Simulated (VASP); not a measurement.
# Ag (fcc): computed properties

Level of theory: r2SCAN meta-GGA, VASP's PBE PAW potentials (set 64) (plane waves; VASP 6.6.1).

```yaml
space_group: Fm-3m (225)
cell: a = 4.101 Å, b = 4.101 Å, c = 4.101 Å, α = 90.00°, β = 90.00°, γ = 90.00°
volume_per_atom: 17.24 Å³/atom
band gap (over mesh and band path): none (metal, semimetal or under 0.01 eV)
band_gap_with_spin_orbit_coupling: none (metallic)
density: 10.39 g/cm³
```

Space group Fm-3m (No. 225); a = b = c = 4.1011 Å, α = β = γ = 90.00°

```
atom  site  symmetry       x       y       z
----  ----  --------  ------  ------  ------
Ag      4a      m-3m  0.0000  0.0000  0.0000
```
(The calculation used a cell of 1 atom; values per cell refer to that cell.)

Measured: a 4.062 Å at 0 K (computed value off by +1.0 %), as given by Daniel Mejia-Rodriguez et al., Physical Review B (2018), arXiv:1807.09216 [static lattice: zero-point anharmonic expansion removed].

The compound is Ag in the fcc structure. It was relaxed first. Symmetry was kept, so distortions that lower it aren't found.
